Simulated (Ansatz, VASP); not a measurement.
# Cross-check of AlSi23O48 ([AlO4]0 centre in alpha-quartz) between VASP and Ansatz, part 2 of 4

One calculation is typed for both programs; each brings its own data sets. How far apart do they land? Of the first pair: The structure shown is the start of the Ansatz relaxation below; VASP solves that cell, so the two are compared at the walk's first step.

VASP 6.6.1 and Ansatz 0.2.0.

So far: The structure; Ansatz: relaxation, PBE.

**3. VASP: single point, PBE, start cell, pair 1**

Level of this step: PBE, spin-polarised from a ferromagnetic start; plane waves and PAW (Si, O, Al) (VASP).

The same cell, functional, mesh and smearing now go to VASP, with its own data sets.

Lines of VASP's logs that name or quote its potential files are left out, and so is its time.

File INCAR:

```
SYSTEM = AlSi23O48
PREC = Accurate
ENCUT = 520
EDIFF = 1E-06
NELM = 200
ISMEAR = -1
SIGMA = 0.01
LREAL = Auto
ALGO = Normal
GGA = PE
NBANDS = 248
ISPIN = 2
MAGMOM = -0 -0 -0 -0 -0 -0 0 -0 -0 -0 -0 0 -0 -0 -0 -0 -0 -0 -0 -0 -0 -0 -0 0.14 0.03 0 0 0 0.11 0 0 0.1 0.14 0.03 0 0.03 0.02 0.01 0 0.01 0.01 0 0 0 0 0 0 0 0 0 0.01 0.01 0 0.01 0.01 0.01 0.02 0.02 0.01 0 0 0 0 0 0 0 0 0 0 0 0 -0
LORBIT = 11
LWAVE = .FALSE.
LCHARG = .FALSE.
ISIF = 2
ISYM = 0
NUPDOWN = 1
LASPH = .TRUE.
GGA_COMPAT = .FALSE.
NCORE = 2
```

File POSCAR:

```
AlSi23O48
1.0
   10.0366768627      0.0000000000      0.0000000000
   -5.0183384313      8.6920171326      0.0000000000
    0.0000000000      0.0000000000     11.0179481439
Si O Al
23 48 1
Direct
    0.2333324584      0.9915026629      0.3272393329
    0.0104804957      0.2474363508      0.1674805486
    0.2678160739      0.2637208332      0.0076792883
    0.2405555468      0.9944019899      0.8269542460
    0.9943604861      0.2397142077      0.6735138796
    0.2438147750      0.5074452722      0.3266357722
    0.9966810422      0.7399458494      0.1585542950
    0.2570463039      0.7662655168      0.9945724922
    0.2483842598      0.5015254726      0.8306825264
    0.0046184316      0.7489607879      0.6635664739
    0.2654826918      0.7703234931      0.5060860631
    0.7395330230      0.9932413847      0.3392830454
    0.4946881274      0.2316182733      0.1738865508
    0.7609649178      0.2666354616      0.9923126340
    0.7371257771      0.9929048690      0.8401086917
    0.5062059020      0.2445943177      0.6736904098
    0.7707291816      0.2665503260      0.5057325490
    0.7306294641      0.5029381481      0.3302631264
    0.5043690050      0.7416422335      0.1749823992
    0.7599799360      0.7620813327      0.0088947596
    0.7353779717      0.4981439790      0.8245410925
    0.5086778097      0.7464286944      0.6714472516
    0.7591232366      0.7699972167      0.4984078640
    0.2049252987      0.1225588933      0.3891822637
    0.3713295924      0.0689060998      0.2310098910
    0.4298118596      0.3021623128      0.0602538686
    0.1369665338      0.2106627233      0.0971847014
    0.0749773757      0.3712674458      0.2611626922
    0.3016648340      0.4267971339      0.4305748165
    0.1971189657      0.1200762705      0.9005921856
    0.3797582947      0.0797945965      0.7245149365
    0.4193696279      0.3002052297      0.5587240854
    0.1287084395      0.2079240034      0.6119125732
    0.0878099372      0.3822275025      0.7720171568
    0.3022420389      0.4272704418      0.9312439000
    0.2183772852      0.6337785483      0.3992997555
    0.3750869385      0.5874562742      0.2242686177
    0.4179164925      0.7828758154      0.0680200152
    0.1312968829      0.7181941665      0.1011363446
    0.0715119147      0.8671591283      0.2762594233
    0.2818950926      0.9184769057      0.4369574931
    0.2152359389      0.6334406520      0.8907641307
    0.3633314843      0.5814477725      0.7305917486
    0.4244413293      0.7853785716      0.5618123192
    0.1377445305      0.7115321916      0.5979809411
    0.0796666322      0.8705864110      0.7605781848
    0.2962707472      0.9217064207      0.9275768833
    0.7087095518      0.1189405157      0.3968501161
    0.8658924285      0.0817887251      0.2362150344
    0.9315620080      0.2949398236      0.0622271035
    0.6283029205      0.2106955120      0.1113968757
    0.5679442084      0.3640779754      0.2697907052
    0.7983015031      0.4304423177      0.4411681682
    0.6960198509      0.1236005387      0.8952785828
    0.8704978511      0.0763154271      0.7216776569
    0.9216779902      0.2969802016      0.5721837603
    0.6215541065      0.2071188969      0.5959513436
    0.5817691879      0.3768200120      0.7613073587
    0.7925985348      0.4108643535      0.9351265649
    0.7103953174      0.6392267658      0.3972992923
    0.8785749964      0.5754457134      0.2342355370
    0.9172252912      0.8000572127      0.0662191354
    0.6293288694      0.6980992913      0.1044935940
    0.5841989757      0.8788786174      0.2766187461
    0.7913932961      0.9119262973      0.4311949864
    0.7127174156      0.6220828741      0.8975306355
    0.8701144656      0.5807182525      0.7391451560
    0.9185535081      0.7906933333      0.5549585930
    0.6380067590      0.7129375041      0.6073659916
    0.5754471252      0.8615612332      0.7658523066
    0.7818612810      0.9177511823      0.9343684383
    0.2503595584      0.2565578238      0.5007175499
```

File KPOINTS:

```
Points of the shifted mesh
1
Reciprocal
 0.2500000000  0.2500000000  0.2500000000 1
```

Potentials, in the order of the species: Si, O and Al (PBE family, release 64).

On the command line:

```
$ mpirun -np 8 vasp_std
```

Numbers of over 12 decimals in the logs are rounded to 6 here.

What it wrote:

```text
[banner, memory and clock lines left out]
running    8 mpi-ranks, on    1 nodes
[...]
LDA part: xc-table for (Slater+PW92), standard interpolation
 POSCAR, INCAR and KPOINTS ok, starting setup
[...]
entering main loop
       N       E                     dE             d eps       ncg     rms          rms(c)
DAV:   1     0.250611527070E+04    0.25061E+04   -0.19912E+05  1000   0.142E+03
DAV:   2    -0.419118961542E+03   -0.29252E+04   -0.28453E+04  1184   0.336E+02
DAV:   3    -0.629566516349E+03   -0.21045E+03   -0.20900E+03  1200   0.952E+01
DAV:   4    -0.633033770271E+03   -0.34673E+01   -0.34548E+01  1200   0.130E+01
[...]
DAV:  26    -0.554524480657E+03   -0.20412E-04   -0.38275E-05  1136   0.139E-02    0.436E-02
DAV:  27    -0.554524477750E+03    0.29077E-05   -0.55529E-06   912   0.607E-03    0.259E-02
DAV:  28    -0.554524477946E+03   -0.19646E-06   -0.21099E-06   832   0.504E-03
   1 F= -.55452448E+03 E0= -.55452236E+03  d E =-.422866E-02  mag=     1.0000
```

OUTCAR, selected parts (step 3):

```text
  Total       17.1273659     34.7138330     34.7548996      9.3779268     -5.1120855      0.3192922
  in kB       28.5489355     57.8631287     57.9315810     15.6316990     -8.5211351      0.5322156
  external PRESSURE =      48.1145484 kB  Pullay stress =       0.0000000 kB

 POSITION                                       TOTAL-FORCE (eV/Angst)
 -----------------------------------------------------------------------------------
     -2.63381      8.61816      3.60551        -0.655356      1.290119      1.998176
     -1.13653      2.15072      1.84529        -1.269447     -6.273954     -2.948750
      1.36454      2.29227      0.08461         1.138095      1.325892     -6.141709
     -2.57587      8.64336      9.11134        -2.307707      3.599760     -0.122867
      8.77711      2.08360      7.42074         3.866511      1.644273      0.282889
     -0.09944      4.41072      3.59886        -0.194801     -1.510913      2.225922
      6.29007      6.43162      1.74694         0.434847     -0.730302      4.483687
     -1.26549      6.66039     10.95815         4.240226     -2.239815      0.698192
     -0.02387      4.35927      9.15242        -2.890725     -0.197359      2.920499
     -3.71218      6.50998      7.31114        -0.404018     -5.528643     -3.938959
     -1.20118      6.69566      5.57603         4.259731     -0.259927     -4.137218
      2.43803      8.63327      3.73820        -0.154252      3.267645     -1.828514
      3.80269      2.01323      1.91587         0.234139      0.093177     -3.167211
      6.29949      2.31760     10.93325         3.114998     -6.504682      6.590423
[...]
-----------------------------------------------------------------------------------
    total drift:                                0.004638     -0.007025      0.008054

  FREE ENERGIE OF THE ION-ELECTRON SYSTEM (eV)
  ---------------------------------------------------
  free  energy   TOTEN  =      -554.5244779461 eV

  energy  without entropy=     -554.5202492854  energy(sigma->0) =     -554.52236362

 magnetization (x)
# of ion       s       p       d       tot
------------------------------------------
    1       -0.001  -0.002   0.000  -0.003
    2       -0.000  -0.000   0.000  -0.000
    3       -0.000  -0.000   0.000  -0.000
    4        0.000  -0.000   0.000  -0.000
    5       -0.001  -0.002   0.000  -0.002
    6       -0.001  -0.002   0.000  -0.003
    7        0.000   0.000   0.000   0.000
    8       -0.000   0.000   0.000   0.000
    9       -0.000  -0.000   0.000  -0.000
   10       -0.000   0.000   0.000   0.000
   11       -0.000  -0.001   0.000  -0.001
   12       -0.000  -0.000   0.000  -0.000
   13       -0.000  -0.000   0.000  -0.000
[...]
--------------------------------------------------
tot          0.006   0.807   0.000   0.814

[... 3 further parts left out ...]
[key lines of the parts left out:]
E-fermi :   1.2995
```

The run ends at a pressure of 4.81 GPa, with forces up to 10 eV/Å.

**4. Comparison**

Known differences besides the potentials themselves: VASP starts from the moments at which Ansatz ended; the cutoff is 420 eV in Ansatz and 520 eV in VASP (PREC = Accurate, projectors in real space). Total energies have different zeros and are not compared.

Forces on 10 of the 72 atoms, those with the largest forces and the largest differences (eV/Å; atoms numbered as in POSCAR):

```
atom          Ansatz x, y, z            VASP x, y, z
Si14    3.107, -6.545, 6.563    3.115, -6.505, 6.590
Si15   -4.144, 3.687, -6.170   -4.157, 3.659, -6.189
Si16  -2.050, -2.737, -6.981  -2.067, -2.724, -6.995
Si20  -0.516, -1.299, -4.768  -0.502, -1.263, -4.855
Si22  -1.372, -7.718, -6.340  -1.374, -7.709, -6.269
 O28     1.843, 5.546, 4.644     1.886, 5.579, 4.670
 O59   -3.349, 6.684, -4.663   -3.384, 6.679, -4.693
 O63    -2.544, 0.154, 2.278    -2.604, 0.163, 2.329
 O67    3.571, 3.584, -4.385    3.597, 3.639, -4.433
 O70     1.552, 7.310, 7.126     1.584, 7.292, 7.088
```

The forces differ by 26 meV/Å r.m.s., which is 1.0 % of the r.m.s. force of 2.698 eV/Å (both taken over all components). VASP's last cycles still show a density residual of 3e-03, so its state may not be settled. Moments aren't recorded for both runs of this pair, so they may hold unlike magnetic states.

**5. Ansatz: relaxation, PBE**

This run makes the geometry at which the two programs are then compared.

The structure compared here is the end of the Ansatz relaxation.

File input.yaml:

```yaml
relax:
  f_tol: 0.02
  max_steps: 80
  random_displacement: { amplitude: 0.1, seed: 930 }
crystal:
  lattice:
    - [10.03667686, 0.0, 0.0]
    - [-5.01833843, 8.69201713, 0.0]
    - [0.0, 0.0, 11.01794814]
  atoms:
    - { symbol: Si, position: [0.238184543, 0.0, 0.333333333] }
    - { symbol: Si, position: [0.0, 0.238184543, 0.166666667] }
    - { symbol: Si, position: [0.261815457, 0.261815457, 0.0] }
    - { symbol: O, position: [0.20720344, 0.128060005, 0.397141941] }
    - { symbol: O, position: [0.371939995, 0.079143435, 0.230475274] }
    - { symbol: O, position: [0.420856565, 0.29279656, 0.063808608] }
    - { symbol: O, position: [0.128060005, 0.20720344, 0.102858059] }
    - { symbol: O, position: [0.079143435, 0.371939995, 0.269524726] }
    - { symbol: O, position: [0.29279656, 0.420856565, 0.436191392] }
    - { symbol: Si, position: [0.238184543, 0.0, 0.833333333] }
    - { symbol: Si, position: [0.0, 0.238184543, 0.666666667] }
    - { symbol: Al, position: [0.261815457, 0.261815457, 0.5] }
    - { symbol: O, position: [0.20720344, 0.128060005, 0.897141941] }
    - { symbol: O, position: [0.371939995, 0.079143435, 0.730475274] }
    - { symbol: O, position: [0.420856565, 0.29279656, 0.563808608] }
    - { symbol: O, position: [0.128060005, 0.20720344, 0.602858059] }
    - { symbol: O, position: [0.079143435, 0.371939995, 0.769524726] }
    - { symbol: O, position: [0.29279656, 0.420856565, 0.936191392] }
    - { symbol: Si, position: [0.238184543, 0.5, 0.333333333] }
    - { symbol: Si, position: [0.0, 0.738184543, 0.166666667] }
    - { symbol: Si, position: [0.261815457, 0.761815457, 0.0] }
    - { symbol: O, position: [0.20720344, 0.628060005, 0.397141941] }
    - { symbol: O, position: [0.371939995, 0.579143435, 0.230475274] }
    - { symbol: O, position: [0.420856565, 0.79279656, 0.063808608] }
    - { symbol: O, position: [0.128060005, 0.70720344, 0.102858059] }
    - { symbol: O, position: [0.079143435, 0.871939995, 0.269524726] }
    - { symbol: O, position: [0.29279656, 0.920856565, 0.436191392] }
    - { symbol: Si, position: [0.238184543, 0.5, 0.833333333] }
    - { symbol: Si, position: [0.0, 0.738184543, 0.666666667] }
    - { symbol: Si, position: [0.261815457, 0.761815457, 0.5] }
    - { symbol: O, position: [0.20720344, 0.628060005, 0.897141941] }
    - { symbol: O, position: [0.371939995, 0.579143435, 0.730475274] }
    - { symbol: O, position: [0.420856565, 0.79279656, 0.563808608] }
    - { symbol: O, position: [0.128060005, 0.70720344, 0.602858059] }
    - { symbol: O, position: [0.079143435, 0.871939995, 0.769524726] }
    - { symbol: O, position: [0.29279656, 0.920856565, 0.936191392] }
    - { symbol: Si, position: [0.738184543, 0.0, 0.333333333] }
    - { symbol: Si, position: [0.5, 0.238184543, 0.166666667] }
    - { symbol: Si, position: [0.761815457, 0.261815457, 0.0] }
    - { symbol: O, position: [0.70720344, 0.128060005, 0.397141941] }
    - { symbol: O, position: [0.871939995, 0.079143435, 0.230475274] }
    - { symbol: O, position: [0.920856565, 0.29279656, 0.063808608] }
    - { symbol: O, position: [0.628060005, 0.20720344, 0.102858059] }
    - { symbol: O, position: [0.579143435, 0.371939995, 0.269524726] }
    - { symbol: O, position: [0.79279656, 0.420856565, 0.436191392] }
    - { symbol: Si, position: [0.738184543, 0.0, 0.833333333] }
    - { symbol: Si, position: [0.5, 0.238184543, 0.666666667] }
    - { symbol: Si, position: [0.761815457, 0.261815457, 0.5] }
    - { symbol: O, position: [0.70720344, 0.128060005, 0.897141941] }
    - { symbol: O, position: [0.871939995, 0.079143435, 0.730475274] }
    - { symbol: O, position: [0.920856565, 0.29279656, 0.563808608] }
    - { symbol: O, position: [0.628060005, 0.20720344, 0.602858059] }
    - { symbol: O, position: [0.579143435, 0.371939995, 0.769524726] }
    - { symbol: O, position: [0.79279656, 0.420856565, 0.936191392] }
    - { symbol: Si, position: [0.738184543, 0.5, 0.333333333] }
    - { symbol: Si, position: [0.5, 0.738184543, 0.166666667] }
    - { symbol: Si, position: [0.761815457, 0.761815457, 0.0] }
    - { symbol: O, position: [0.70720344, 0.628060005, 0.397141941] }
    - { symbol: O, position: [0.871939995, 0.579143435, 0.230475274] }
    - { symbol: O, position: [0.920856565, 0.79279656, 0.063808608] }
    - { symbol: O, position: [0.628060005, 0.70720344, 0.102858059] }
    - { symbol: O, position: [0.579143435, 0.871939995, 0.269524726] }
    - { symbol: O, position: [0.79279656, 0.920856565, 0.436191392] }
    - { symbol: Si, position: [0.738184543, 0.5, 0.833333333] }
    - { symbol: Si, position: [0.5, 0.738184543, 0.666666667] }
    - { symbol: Si, position: [0.761815457, 0.761815457, 0.5] }
    - { symbol: O, position: [0.70720344, 0.628060005, 0.897141941] }
    - { symbol: O, position: [0.871939995, 0.579143435, 0.730475274] }
    - { symbol: O, position: [0.920856565, 0.79279656, 0.563808608] }
    - { symbol: O, position: [0.628060005, 0.70720344, 0.602858059] }
    - { symbol: O, position: [0.579143435, 0.871939995, 0.769524726] }
    - { symbol: O, position: [0.79279656, 0.920856565, 0.936191392] }
basis:
  ecutwfc: 420
  xc_grid: 2
hamiltonian:
  xc: pbe
kpoints:
  mp_grid: { grid: [1, 1, 1], shift: [0.25, 0.25, 0.25] }
magnetization:
  spin_polarized: true
  initial_magnetization: 1
  spin_locking: { lock_magnetization: hard }
scf:
  occupations: { method: fermi_dirac, width: 0.01 }
  max_iter: 120
output:
  forces: true
checkpoint:
  write: "../relax.run"
  compress: false
  write_wavefunctions: true
  write_every: 100000
```

On the command line:

```
$ ansatz run input.yaml --threads 2 --pin off --max-ram 3768MiB --backend cpu --events-out ev --progress --plain --runs-dir out
```

What it wrote:

```text
[...]
Crystal: 72 atoms, lattice volume = 961.194 Å³
Basis set: ecut = 420 eV, 18781 PW (Γ), exchange–correlation on 144×144×150 points (8 copies of the dense FFT grid, shifted against one another)
Bands: 264, of which v1, the nominal top of the filled ones, is band 192 counted from 1 (191 counted from 0)
Symmetry: 1 space group operations
k-points: 1
[...]
Starting moments: Σ|m| = 1 μB on 72 of 72 sites
[...]
- { symbol: Si, position: [0.260937, 0.763636, -0.0011824] }
[...]
- { symbol: Si, position: [0.760815, 0.760691, -0.000371437] }
[...]
- { symbol: Si, position: [0.742384, 0.499928, 0.834855] }
    - { symbol: Si, position: [0.497053, 0.736367, 0.664385] }
    - { symbol: Si, position: [0.760400, 0.760410, 0.499546] }
[...]
- { symbol: O, position: [0.919282, 0.792287, 0.563932] }
    - { symbol: O, position: [0.626757, 0.706765, 0.602289] }
    - { symbol: O, position: [0.574436, 0.868179, 0.769337] }
    - { symbol: O, position: [0.791804, 0.918437, 0.933410] }
```

(Continued in part 3 of 4.)

[Lines on the potential files, build, host, timing and source positions are cut from VASP's logs without a mark.]

[Logs are printed without paths, hosts, clocks, repeated set-up lines and the standing remarks that a program may print on its own settings, such as how far it seeks lower states.]

[Hosts, paths, dates, database ids (printed as entryN), source tags and the programs' standing remarks are cut or masked in the printed files.]
